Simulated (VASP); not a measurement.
Computed with PBEsol GGA, VASP's PBE PAW potentials (set 64) (plane waves; VASP 6.6.1).

The input files of a VASP run:

KPOINTS:
```
Automatic
0
gamma
  7 7 7
0 0 0
```

INCAR:
```
! general
SYSTEM   =  WS2
PREC     =  Accurate
ENCUT    =  400
LREAL    =  .FALSE.
LASPH    =  .TRUE.

! electronic loop
EDIFF    =  1E-6
NELM     =  100
ALGO     =  Normal
LMAXMIX  =  6

! smearing
ISMEAR   =  0
SIGMA    =  0.05

! functional
GGA      =  PS

! ions
IBRION   =  2
NSW      =  60
ISIF     =  3
EDIFFG   =  -0.02

! output
LWAVE    =  .FALSE.
LCHARG   =  .FALSE.
```

**POSCAR**
```
WS2
1
    1.5737481054     0.9086041085     6.5047661231
   -1.5737481054     0.9086041085     6.5047661231
   -0.0000000000    -1.8172082171     6.5047661231
W S
1 2
Direct
  0.0006762686   0.0006762686   0.0006762686
  0.4143293983   0.4143293983   0.4143293983
  0.2536973331   0.2536973331   0.2536973331
```

POTCAR, in this order: W_sv S (PBE.64 set). Program: vasp_std.

Q: What will the output report for the number of irreducible k-points (NKPTS), number of bands (NBANDS), largest plane-wave count, number of space-group operations, FFT grid (NGX, NGY, NGZ)?

A: 
```json
{
  "number of irreducible k-points (NKPTS)": "44",
  "number of bands (NBANDS)": "17",
  "largest_plane_wave_count": "1022",
  "number_of_space_group_operations": "6",
  "FFT grid (NGX, NGY, NGZ)": "48 × 48 × 48"
}
```

The structure comes from a computed database's WS2 entry (R3m); how it stands against other phases isn't given here. It was relaxed first. The start is the result of an earlier pass.
